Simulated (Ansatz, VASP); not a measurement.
# SiTe2 in two plane-wave programs

Wanted: the spread between two codes on one cell, functional and k mesh. The cell is taken from a series of runs on this material, whose earlier steps may have relaxed, scaled, displaced or heated it; both programs get it as it stands.

Method: plane waves, with VASP 6.6.1 beside it; PBEsol, in Ansatz 0.2.0.

### Step 1. The starting structure

The cell holds 3 atoms: 1 Si and 2 Te. Cell: a = 3.740 Å, b = 3.881 Å, c = 30.424 Å, α = 90.0°, β = 90.0°, γ = 118.8°. Vacuum lies along c.

### Step 2. Ansatz: zone-centre phonons, PBEsol

Ansatz runs on its PAW soft_1 files.

Second derivatives magnify differences that forces hide, and they need a tight electronic threshold.

Input file input.yaml:

```yaml
crystal:
  lattice:
    - [3.7396058904, 0.0, 0.0]
    - [-1.8698029452, 3.4005233863, 0.0]
    - [0.0, 0.0, 30.424]
  atoms:
    - { symbol: Si, position: [0.0, 0.0, 0.328687878] }
    - { symbol: Te, position: [0.3306242286, 0.6612484572, 0.3810535779] }
    - { symbol: Te, position: [0.6693757714, 0.3387515428, 0.2763221781] }
  periodic: [true, true, false]
kpoints:
  mp_grid: { grid: [15, 15, 1] }
hamiltonian:
  xc: pbesol
  pseudopotentials: { kind: paw, azcp: { folder: soft_1 }, xc_functional: pbe }
scf:
  occupations: { method: methfessel_paxton, width: 0.2 }
output:
  eigenvalues: true
phonons:
  method: dfpt
```

Command:

```
$ ansatz run input.yaml --threads 8 --pin off --max-ram 16384MiB --backend cpu --events-out ev --progress --plain --runs-dir out
```

Numbers of over 12 decimals in the logs are rounded to 6 here.

The log of the run:

```text
Warning: crystal.symmetry: narrowed to the stabiliser of the run's FFT grids — unitary ops 4 → 2. A phonons.method: dfpt run fills in the rows of the dynamical matrix that it does not solve by its symmetry operations, which is exact only for operations that map its FFT grids onto themselves: filled in by any other, the frequencies could depend on the order in which like atoms are typed, or, by more than the grids' own error, on where the crystal sits among the grids' points. Excluded: 2 operations. The run can therefore solve more perturbations, solve them on more k-points, or both, and cost more. [rest of the remark cut]
Engine: ansatz 0.2.0, aarch64-unknown-linux-gnu
Pseudopotentials: kind: paw
Pseudopotential: Si, paw, valence charge 4, recommended cutoff 420 eV (normal), soft_1/Si.paw.azcp
Pseudopotential: Te, paw, valence charge 16, recommended cutoff 420 eV (normal), soft_1/Te.paw.azcp
Functional definition: PBEsol
  exchange = pbesol_x
  correlation = pbesol_c
Crystal: 3 atoms, lattice volume = 386.890 Å³
Basis set: ecut = 420 eV, 7609 PW (Γ), exchange–correlation on 54×54×432 points (8 copies of the dense FFT grid, shifted against one another)
Bands: 22, of which v1, the nominal top of the filled ones, is band 18 counted from 1 (17 counted from 0)
Symmetry: 4 space group operations
k-points: 64 of 225 (irreducible under 2 space group operations, time reversal used)
Non-local potential: Si, projectors of the file, l = 0: 2, l = 1: 2, l = 2: 1
Non-local potential: Te, projectors of the file, l = 0: 2, l = 1: 2, l = 2: 2, l = 3: 1
PAW form: soft (Blöchl's): semilocal exchange-correlation on the pseudo side does not see the compensation charge
PAW frozen core: Si, regenerated for the run's functional, and the local potential with it (the file was generated under x = pbe(κ = 0.804, μ = 0.219515), c = pbe(β = 0.066725))
PAW frozen core: Te, regenerated for the run's functional, and the local potential with it (the file was generated under x = pbe(κ = 0.804, μ = 0.219515), c = pbe(β = 0.066725))
PAW one-centre angular grid: Si, 110 points (default); XC on 64 Gauss nodes
PAW one-centre angular grid: Te, 590 points (default); XC on 64 Gauss nodes
Initial density: superposition of atomic densities (neutral atoms: chi_scale 0, normalization atom)
Initial wavefunctions: pseudopotential atomic-orbital guess
Functional: x = pbesol(κ = 0.804, μ = 0.123457), c = pbesol(β = 0.046)
iter 1 solved again at ethr=1.28e-3 eV; its pass at ethr=3.10e-3 eV (dr2=4.59e-1 eV) is discarded
SCF iter   1: F=—  HF=-14424.619640 eV  |F-HF|=—  |Δ(HF+E_count)|=         —  Δρ=9.47e-3  dr2=4.72e-1  ethr=1.28e-3  ⟨swp⟩=1.6  Hψ=13928  notcnv=0
preconditioner: auto → LDOS  [metal: Δε(μ)=0.016 eV  Ē_g=8.407 eV  σ=0.200 eV  W_gap=0.07  n_scr=16 (ndim 8)  ℏωp=7.6 eV  f_vac=0.748  D(μ)=1.46/eV (n_scr^D=8)  β→1.0]
SCF iter   2: F=—  HF=-14424.547795 eV  |F-HF|=—  |Δ(HF+E_count)|=   7.18e-2  S|Δr|=    0.00e0  Δρ=3.16e-3  dr2=1.39e-1  ethr=1.28e-3  ⟨swp⟩=4.3  Hψ=3462  notcnv=0
SCF iter   3: F=—  HF=-14424.527497 eV  |F-HF|=—  |Δ(HF+E_count)|=   2.03e-2  S|Δr|=    0.00e0  Δρ=1.66e-3  dr2=2.70e-2  ethr=3.86e-4  ⟨swp⟩=3.7  Hψ=3997  notcnv=0
SCF iter   4: F=—  HF=-14424.521694 eV  |F-HF|=—  |Δ(HF+E_count)|=   5.80e-3  S|Δr|=    0.00e0  Δρ=3.38e-4  dr2=1.45e-3  ethr=7.50e-5  ⟨swp⟩=3.5  Hψ=3124  notcnv=0
SCF iter   5: F=—  HF=-14424.521409 eV  |F-HF|=—  |Δ(HF+E_count)|=   2.85e-4  S|Δr|=    0.00e0  Δρ=8.80e-5  dr2=6.38e-5  ethr=4.02e-6  ⟨swp⟩=3.8  Hψ=2965  notcnv=0
SCF iter   6: F=—  HF=-14424.521396 eV  |F-HF|=—  |Δ(HF+E_count)|=   1.31e-5  S|Δr|=    0.00e0  Δρ=1.42e-5  dr2=8.71e-7  ethr=1.77e-7  ⟨swp⟩=3.4  Hψ=3081  notcnv=0
SCF iter   7: F=—  HF=-14424.521440 eV  |F-HF|=—  |Δ(HF+E_count)|=   4.45e-5  S|Δr|=    0.00e0  Δρ=3.15e-6  dr2=4.28e-8  ethr=2.42e-9  ⟨swp⟩=3.8  Hψ=3318  notcnv=0
SCF iter   8: F=—  HF=-14424.521440 eV  |F-HF|=—  |Δ(HF+E_count)|=   7.57e-8  S|Δr|=    0.00e0  Δρ=1.04e-6  dr2=4.52e-9  ethr=1.19e-10  ⟨swp⟩=3.0  Hψ=2970  notcnv=0
SCF iter   9: F=—  HF=-14424.521440 eV  |F-HF|=—  |Δ(HF+E_count)|=   8.16e-9  S|Δr|=    0.00e0  Δρ=2.36e-7  dr2=1.21e-10  ethr=1.26e-11  ⟨swp⟩=3.1  Hψ=3095  notcnv=0
SCF iter  10: F=—  HF=-14424.521440 eV  |F-HF|=—  |Δ(HF+E_count)|=   3.93e-9  S|Δr|=    0.00e0  Δρ=4.75e-8  dr2=1.05e-11  ethr=1.00e-12  ⟨swp⟩=17.1  Hψ=12446  notcnv=0
SCF iter  11: F=-14424.521440 eV  HF=-14424.521440 eV  |F-HF|=1.82e-11  |Δ(HF+E_count)|=  3.11e-10  S|Δr|=    0.00e0  Δρ=1.05e-8  dr2=4.34e-13  ethr=1.00e-12  ⟨swp⟩=8.8  Hψ=7825  notcnv=0
SCF 1 converged in 11 iterations: F = -14424.521440 eV  dr2 = 4.34e-13
  greatest PAW one-centre occupation: 0.998 electrons in one spin orbital (limit 2), on the Te atom at site 2 (counted from 0), in its partial waves of l = 2
DFPT response loops at Γ: preconditioner auto → none (partly filled bands, converged f_vac=0.753); β = 0.50; Broyden in place of MSR1
SCF converged after 11 iterations
Stability not checked: this state was not tested for a lower state beside it, because cold or Methfessel-Paxton smearing, or corrected tetrahedra, fill the levels in a way that the test cannot read (fill_not_monotonic; see scf.lower_state_search)
Free energy (F): -14424.521440 eV
Harris-Foulkes:  -14424.521440 eV  (|F-HF|=1.82e-11)
Internal energy: -14424.520736 eV  (E = F + TS)
E sigma→0 (E₀):  -14424.521264 eV
Entropy (-TS):   -0.000704 eV (-0.235 meV/atom)
Fermi energy:    -5.072826 eV
--- Per-component energies (eV) ---
  E_band       = -993.086281
  E_kinetic    = 385.547213
  E_local      = -56603.694306  (includes V_loc(G=0)·N_el)
  E_nonlocal   = 157.659204
  E_hartree    = 28055.938751
  E_xc         = -298.594417
  E_vxc        = -251.114353  (∫ρ·V_xc dr)
  E_paw        = -9684.174485  (= ΣΔE_a)
  E_vpaw       = -793.361731  (= ΣTr[D̂ρ^β])
  E_aug_tail   = 0.000210  (compensation charges beyond the density's cutoff)
  E_ewald      = 23562.015910
  E_core_change = 0.781183  (= ΣΔE_core)
  E_smearing   = -0.000704  (= −TS)
  E_closure    = 0.000000  (closes the sum)
  Σ components = -14424.521440   (vs F -14424.521440, Δ=0.00e0)
--- Band table (eV; the first three rows and the last of 64) ---
  k-point 0: bands = [... 14 lower, -5.8740, -5.5017, -5.3262, -4.9490, -3.8404, -2.4019, -1.7324, -1.6485]
  k-point 1: bands = [... 14 lower, -6.4754, -5.7399, -5.4712, -4.8110, -3.4559, -2.1659, -1.7481, -1.5842]
  k-point 2: bands = [... 14 lower, -6.6396, -6.1491, -6.0779, -4.6975, -3.1305, -2.0491, -1.3764, -1.1248]
  k-point 63: bands = [... 14 lower, -8.8453, -7.8499, -6.8840, -5.7782, -3.9801, -1.9875, -0.7394, -0.2625]
--- Phonons (Γ-DFPT): 9 representative perturbations + reference, on 64 of 225 k-points (Σ response iterations 33) ---
  ASR residual: 3.152e-5 → 0.000e0 eV/Å²; symmetrization residual: 1.131e-5 eV/Å²
  The last average, over the group as it would stand without the narrowing to the FFT grids, took up to 6.914e-7 eV/Å² of the zone centre's force constants
  ASR residual per site (eV/Å²): 3.15e-5 2.60e-5 2.48e-5
  Γ frequencies (cm⁻¹): 0.00 0.00 0.00 68.87 82.57 143.56 187.39 211.13 301.09
  non-analytic LO–TO correction: not included (Born effective charges unavailable; polar crystals: no LO–TO splitting at Γ)
```

(Continued in part 2 of 2.)

[Lines on the potential files, build, host, timing and source positions are cut from VASP's logs without a mark.]

[Logs are printed without paths, hosts, clocks, repeated set-up lines and the standing remarks that a program may print on its own settings, such as how far it seeks lower states.]

[Hosts, paths, dates, database ids (printed as entryN), source tags and the programs' standing remarks are cut or masked in the printed files.]
